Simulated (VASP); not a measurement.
Data:

```
CELL_PARAMETERS angstrom
      4.68912     0.00000     0.00000
      0.00000     4.68912     0.00000
      0.00000     0.00000     3.09610
ATOMIC_POSITIONS crystal
  Mg 0.00000 0.00000 0.00000
  Mg 0.50000 0.50000 0.50000
  F  0.30259 0.30259 0.00000
  F  0.80259 0.19741 0.50000
  F  0.19741 0.80259 0.50000
  F  0.69741 0.69741 0.00000
```

All values below come from vdW-DF2, VASP's PBE PAW potentials (set 64) (plane waves; VASP). Numerical set-up: 520 eV cut-off, Gaussian smearing of 0.050 eV, potentials Mg F.

**Question.** Estimate the band gap (along the path) with the smallest direct gap where there is one.

**Answer.** 
| Item | Result |
|---|---|
| band gap (along the path) | 6.80 eV |
| smallest direct gap (along the path) | 6.80 eV |

The absolute energy has meaning only against runs of the same code, potentials and settings.

The compound is MgF2 in the rutile structure. It was relaxed first.
